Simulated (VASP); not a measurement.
Computed with PBEsol GGA, VASP's PBE PAW potentials (set 64) (plane waves; VASP).

A VASP calculation is set up with these files.

**POSCAR**
```
FeO
4.330
  1.0000000000   0.5000000000   0.5000000000
  0.5000000000   1.0000000000   0.5000000000
  0.5000000000   0.5000000000   1.0000000000
Fe O
2 2
direct
  0.0000000000   0.0000000000   0.0000000000
  0.5000000000   0.5000000000   0.5000000000
  0.2500000000   0.2500000000   0.2500000000
  0.7500000000   0.7500000000   0.7500000000
```

**KPOINTS**
```
Automatic mesh
0
Gamma
5 5 5
0 0 0
```

INCAR:
```
SYSTEM = FeO
PREC = Accurate
ENCUT = 400
EDIFF = 1E-6
NELM = 100
ALGO = Normal
LREAL = .FALSE.
LASPH = .TRUE.
ISMEAR = -1
SIGMA = 0.01
GGA = PS
LMAXMIX = 4
LWAVE = .FALSE.
LCHARG = .FALSE.
ISIF = 2
ISPIN = 2
MAGMOM = 4.0 -4.0 0.0 0.0
LORBIT = 11
```

POTCAR, in this order: Fe O (PBE.64 set). Program: vasp_std.

Output of the run:

File OSZICAR:
```
       N       E                     dE             d eps       ncg     rms          rms(c)
DAV:   1     0.225774256922E+03    0.22577E+03   -0.11736E+04  1368   0.152E+03
DAV:   2     0.765766896667E+00   -0.22501E+03   -0.21750E+03  1374   0.377E+02
DAV:   3    -0.352559667085E+02   -0.36022E+02   -0.34641E+02  2088   0.155E+02
DAV:   4    -0.368346937507E+02   -0.15787E+01   -0.14879E+01  1938   0.307E+01
DAV:   5    -0.368696836580E+02   -0.34990E-01   -0.34830E-01  1888   0.396E+00    0.212E+01
DAV:   6    -0.334755560697E+02    0.33941E+01   -0.80096E+01  2150   0.115E+02    0.271E+01
DAV:   7    -0.315171216645E+02    0.19584E+01   -0.13215E+01  2268   0.785E+01    0.122E+01
DAV:   8    -0.316208746174E+02   -0.10375E+00   -0.16479E+00  1514   0.105E+01    0.763E+00
DAV:   9    -0.315612453227E+02    0.59629E-01   -0.29719E-01  2410   0.929E+00    0.155E+00
DAV:  10    -0.315699331372E+02   -0.86878E-02   -0.72701E-02  2010   0.494E+00    0.387E-01
DAV:  11    -0.315701614117E+02   -0.22827E-03   -0.16318E-02  2128   0.143E+00    0.134E-01
DAV:  12    -0.315704006674E+02   -0.23926E-03   -0.10358E-03  2060   0.350E-01    0.972E-02
DAV:  13    -0.315703620107E+02    0.38657E-04   -0.10749E-04  2124   0.197E-01    0.426E-02
DAV:  14    -0.315703641343E+02   -0.21236E-05   -0.71668E-05  2170   0.990E-02    0.259E-02
DAV:  15    -0.315703698021E+02   -0.56677E-05   -0.30316E-05  2274   0.912E-02    0.216E-02
DAV:  16    -0.315703687059E+02    0.10961E-05   -0.37744E-06  1224   0.421E-02    0.934E-03
DAV:  17    -0.315703687034E+02    0.25225E-08   -0.41940E-06  1280   0.287E-02
   1 F= -.31570369E+02 E0= -.31568580E+02  d E =-.357674E-02  mag=     0.0000
```

**OUTCAR**
```
------------------------ aborting loop because EDIFF is reached ----------------------------------------
  FORCE on cell =-STRESS in cart. coord.  units (eV):
  Direction    XX          YY          ZZ          XY          YZ          ZX
  --------------------------------------------------------------------------------------
  Total       -4.4660646     -4.4660646     -4.4660646      0.8694978      0.8694978      0.8694978
  in kB     -176.2795337   -176.2795337   -176.2795337     34.3198495     34.3198495     34.3198495
  external PRESSURE =    -176.2795337 kB  Pullay stress =       0.0000000 kB
  volume of cell :       40.59
      direct lattice vectors                 reciprocal lattice vectors
     4.330000000  2.165000000  2.165000000     0.346420323 -0.115473441 -0.115473441
     2.165000000  4.330000000  2.165000000    -0.115473441  0.346420323 -0.115473441
     2.165000000  2.165000000  4.330000000    -0.115473441 -0.115473441  0.346420323
 POSITION                                       TOTAL-FORCE (eV/Angst)
 -----------------------------------------------------------------------------------
      0.00000      0.00000      0.00000         0.000000     -0.000000      0.000000
      4.33000      4.33000      4.33000         0.000000      0.000000      0.000000
      2.16500      2.16500      2.16500        -0.000000      0.000000     -0.000000
      6.49500      6.49500      6.49500        -0.000000     -0.000000     -0.000000
 -----------------------------------------------------------------------------------
    total drift:                                0.000000      0.000000      0.000000
  FREE ENERGIE OF THE ION-ELECTRON SYSTEM (eV)
  ---------------------------------------------------
  free  energy   TOTEN  =       -31.5703687034 eV

  energy  without entropy=      -31.5667919658  energy(sigma->0) =      -31.56858033

 total charge

# of ion       s       p       d       tot
------------------------------------------
    1        0.284   0.349   6.108   6.742
    2        0.284   0.349   6.108   6.742
    3        1.581   3.407   0.000   4.989
    4        1.581   3.407   0.000   4.989
--------------------------------------------------
tot          3.732   7.513  12.217  23.462

 magnetization (x)

# of ion       s       p       d       tot
------------------------------------------
    1        0.003   0.003   3.424   3.430
    2       -0.003  -0.003  -3.424  -3.430
    3        0.000   0.000   0.000   0.000
    4        0.000   0.000   0.000   0.000
--------------------------------------------------
tot          0.000   0.000   0.000   0.000
```
(Selected blocks of OUTCAR.)

At this cut-off the stress carries a Pulay error, which pulls relaxed volumes low.

The structure is a typed FeO crystal (Fm-3m). The cell was not relaxed at this level. The k-mesh is coarse (spacing up to 0.48 per Å, 2π included), so the numbers may not be converged in it. The run is one of a series of settings (GGA = PS, POTCAR Fe O (PBE.64 set) against the base run), some of them coarse on purpose.
